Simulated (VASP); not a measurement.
Calculation: PBE GGA with spin-orbit coupling, VASP's PBE PAW potentials (set 64) (plane waves; VASP).

VASP ran on this input.

### POSCAR
```
Ru
1
    2.6860800000     0.0000000000     0.0000000000
   -1.3430400000     2.3262140000     0.0000000000
    0.0000000000     0.0000000000     8.6424810000
Ru
4
Direct
 -0.0173410000  -0.0203920000   0.0032490000
 -0.0106730000   0.0085980000   0.4927280000
  0.3635960000   0.7005020000   0.2487240000
  0.6644190000   0.3112910000   0.7552980000
```

INCAR:
```
ALGO = Normal
EDIFF = 1E-6
ENCUT = 300
GGA = PE
GGA_COMPAT = .FALSE.
ISIF = 2
ISMEAR = -1
LASPH = .TRUE.
LCHARG = .FALSE.
LMAXMIX = 4
LNONCOLLINEAR = .TRUE.
LORBIT = 11
LREAL = .FALSE.
LSORBIT = .TRUE.
LWAVE = .FALSE.
MAGMOM = 12*0.0
NELM = 100
PREC = Accurate
SIGMA = 0.05
SYSTEM = Ru
```

**KPOINTS**
```
kpoints
0
Gamma
 7 7 2
0 0 0
```

POTCAR, in this order: Ru_pv (PBE.64 set). Program: vasp_ncl.

Output

File OUTCAR:
```
 ion  position               nearest neighbor table
   1  0.983  0.980  0.003-   3 2.57   3 2.62   4 2.62   4 2.65   4 2.67   3 2.70
   2  0.989  0.009  0.493-   3 2.56   3 2.64   3 2.65   4 2.70   4 2.76   4 2.79
   3  0.364  0.701  0.249-   2 2.56   1 2.57   1 2.62   2 2.64   2 2.65   1 2.70
   4  0.664  0.311  0.755-   1 2.62   1 2.65   1 2.67   2 2.70   2 2.76   2 2.79
  LATTYP: Found a hexagonal cell.
 ALAT       =     2.6860800000
 C/A-ratio  =     3.2175069246
 Subroutine PRICEL returns:
 Original cell was already a primitive cell.
 Subroutine GETGRP returns: Found  1 space group operations
The static configuration has the point symmetry C_1 .
The dynamic configuration has the point symmetry C_1 .
The overall configuration has the point symmetry C_1 .
 Subroutine INISYM returns: Found  1 space group operations
 Subroutine IBZKPT returns following result:
 Found     98 irreducible k-points:

 Following reciprocal coordinates:
            Coordinates               Weight
  0.000000  0.000000  0.000000      1.000000
  0.142857  0.000000  0.000000      1.000000
 -0.142857 -0.000000  0.000000      1.000000
  0.000000  0.142857  0.000000      1.000000
  0.000000 -0.142857  0.000000      1.000000
...
```

### OSZICAR
```
       N       E                     dE             d eps       ncg     rms          rms(c)
DAV:   1     0.532649077167E+03    0.53265E+03   -0.25023E+04 14032   0.128E+03
DAV:   2    -0.141456388390E+02   -0.54679E+03   -0.52626E+03 13880   0.471E+02
DAV:   3    -0.385478043258E+02   -0.24402E+02   -0.23356E+02 16820   0.926E+01
DAV:   4    -0.395223292371E+02   -0.97452E+00   -0.90246E+00 15028   0.129E+01
DAV:   5    -0.395911655278E+02   -0.68836E-01   -0.63494E-01 15766   0.225E+00    0.256E+01
DAV:   6    -0.372762555331E+02    0.23149E+01   -0.72213E+00 13924   0.203E+01    0.767E+00
DAV:   7    -0.379000049759E+02   -0.62375E+00   -0.48792E+00 16096   0.208E+01    0.836E+00
DAV:   8    -0.370598288264E+02    0.84018E+00   -0.30258E+00 16180   0.123E+01    0.165E+00
DAV:   9    -0.370614302162E+02   -0.16014E-02   -0.11377E-01 15804   0.221E+00    0.946E-01
DAV:  10    -0.370641061177E+02   -0.26759E-02   -0.75762E-02 16090   0.298E+00    0.916E-01
DAV:  11    -0.370547337849E+02    0.93723E-02   -0.38568E-02 16100   0.192E+00    0.265E-01
DAV:  12    -0.370543160985E+02    0.41769E-03   -0.54649E-03 15906   0.723E-01    0.151E-01
DAV:  13    -0.370541074801E+02    0.20862E-03   -0.76265E-04 16090   0.286E-01    0.323E-02
DAV:  14    -0.370541145109E+02   -0.70308E-05   -0.50933E-05 14110   0.509E-02    0.208E-02
DAV:  15    -0.370541156938E+02   -0.11829E-05   -0.29024E-06 12150   0.115E-02    0.811E-03
DAV:  16    -0.370541148320E+02    0.86182E-06   -0.86523E-07  7286   0.808E-03
   1 F= -.37054115E+02 E0= -.37031568E+02  d E =-.450927E-01  mag=    -0.0002    -0.0001    -0.0001
```

### OUTCAR
```
------------------------ aborting loop because EDIFF is reached ----------------------------------------
  FORCE on cell =-STRESS in cart. coord.  units (eV):
  Direction    XX          YY          ZZ          XY          YZ          ZX
  --------------------------------------------------------------------------------------
  Total        3.2911769      2.3599832      2.7403583      0.1184698     -0.0744804      0.1277512
  in kB       97.6460688     70.0184447     81.3038078      3.5148851     -2.2097608      3.7902560
  external PRESSURE =      82.9894404 kB  Pullay stress =       0.0000000 kB
  volume of cell :       54.00
      direct lattice vectors                 reciprocal lattice vectors
     2.686080000  0.000000000  0.000000000     0.372289731  0.214941532  0.000000000
    -1.343040000  2.326214000  0.000000000     0.000000000  0.429883063  0.000000000
     0.000000000  0.000000000  8.642481000     0.000000000  0.000000000  0.115707515
 POSITION                                       TOTAL-FORCE (eV/Angst)
 -----------------------------------------------------------------------------------
      1.32385      2.27878      0.02808         0.271763      0.298008     -0.527880
      2.64586      0.02000      4.25839         0.365304      0.109160      0.895538
      0.03585      1.62952      2.14959        -0.431738     -0.688475      0.323067
      1.36661      0.72413      6.52765        -0.205329      0.281306     -0.690725
 -----------------------------------------------------------------------------------
    total drift:                               -0.000302     -0.000062      0.000399
  FREE ENERGIE OF THE ION-ELECTRON SYSTEM (eV)
  ---------------------------------------------------
  free  energy   TOTEN  =       -37.0541148320 eV

  energy  without entropy=      -37.0090221370  energy(sigma->0) =      -37.03156848

 total charge

# of ion       s       p       d       tot
------------------------------------------
    1        0.417   6.326   5.964  12.707
    2        0.408   6.309   5.944  12.660
    3        0.421   6.330   5.977  12.728
    4        0.406   6.300   5.941  12.647
--------------------------------------------------
tot          1.651  25.265  23.826  50.742

 magnetization (x)

# of ion       s       p       d       tot
------------------------------------------
    1        0.000  -0.000  -0.000  -0.000
    2        0.000  -0.000  -0.000  -0.000
    3        0.000  -0.000  -0.000  -0.000
    4       -0.000  -0.000  -0.000  -0.000
--------------------------------------------------
tot          0.000  -0.000  -0.000  -0.000

 magnetization (y)

# of ion       s       p       d       tot
------------------------------------------
    1        0.000   0.000  -0.000  -0.000
    2        0.000  -0.000  -0.000  -0.000
    3        0.000  -0.000  -0.000  -0.000
    4       -0.000  -0.000  -0.000  -0.000
--------------------------------------------------
tot          0.000  -0.000  -0.000  -0.000

 magnetization (z)

# of ion       s       p       d       tot
------------------------------------------
    1        0.000  -0.000  -0.000  -0.000
    2        0.000  -0.000  -0.000  -0.000
    3       -0.000  -0.000  -0.000  -0.000
    4        0.000  -0.000  -0.000  -0.000
--------------------------------------------------
tot          0.000  -0.000  -0.000  -0.000

 Ion:    1  E_soc:     -0.2643253

 Ion:    2  E_soc:     -0.2659550

 Ion:    3  E_soc:     -0.2648787

 Ion:    4  E_soc:     -0.2685066
```
(Selected blocks of OUTCAR.)

OUTCAR:
```
 val. band max:       12.8151958314   @ k =   0.2857   0.2857   0.0000

 cond. band min:      12.8163941553   @ k =   0.4286   0.4286   0.0000


 Fermi energy:        12.8158926032

 k-point     1 :       0.0000    0.0000    0.0000
  band No.  band energies     occupation
      1     -32.3306      1.00000
      2     -32.3306      1.00000
      3     -32.0760      1.00000
      4     -32.0760      1.00000
      5     -32.0137      1.00000
      6     -32.0136      1.00000
      7     -31.8188      1.00000
      8     -31.8188      1.00000
      9     -29.2796      1.00000
     10     -29.2796      1.00000
     11     -28.9100      1.00000
     12     -28.9099      1.00000
     13     -28.8241      1.00000
     14     -28.8240      1.00000
     15     -28.6528      1.00000
     16     -28.6527      1.00000
     17     -28.5540      1.00000
     18     -28.5540      1.00000
     19     -28.5052      1.00000
     20     -28.5051      1.00000
     21     -28.4388      1.00000
     22     -28.4388      1.00000
     23     -28.4324      1.00000
     24     -28.4324      1.00000
     25       4.9091      1.00000
     26       4.9092      1.00000
     27       6.6501      1.00000
     28       6.6502      1.00000
     29       6.8136      1.00000
     30       6.8136      1.00000
     31       6.8618      1.00000
     32       6.8619      1.00000
     33       9.9113      1.00000
     34       9.9114      1.00000
     35       9.9668      1.00000
     36       9.9668      1.00000
     37      10.0551      1.00000
     38      10.0551      1.00000
     39      10.1321      1.00000
     40      10.1321      1.00000
     41      10.1968      1.00000
     42      10.1968      1.00000
     43      10.2463      1.00000
     44      10.2464      1.00000
     45      10.3764      1.00000
     46      10.3765      1.00000
     47      10.5543      1.00000
     48      10.5543      1.00000
     49      10.6882      1.00000
     50      10.6882      1.00000
     51      10.8576      1.00000
...
```

At this cut-off the stress carries a Pulay error, which pulls relaxed volumes low.

The structure was generated: Ru was put into an ordered model structure, which need not be its known phase. The cell was not relaxed at this level, atoms are displaced from their ideal sites. The k-mesh is coarse (spacing up to 0.39 per Å, 2π included), so the numbers may not be converged in it. The run is one of a series of settings (GGA_COMPAT = .FALSE., LNONCOLLINEAR = .TRUE., LSORBIT = .TRUE., MAGMOM = 0.0 0.0 0.0 0.0 0.0 0.0 0.0 0.0 0.0 0.0 0.0 0.0, program vasp_ncl against the base run), some of them coarse on purpose.
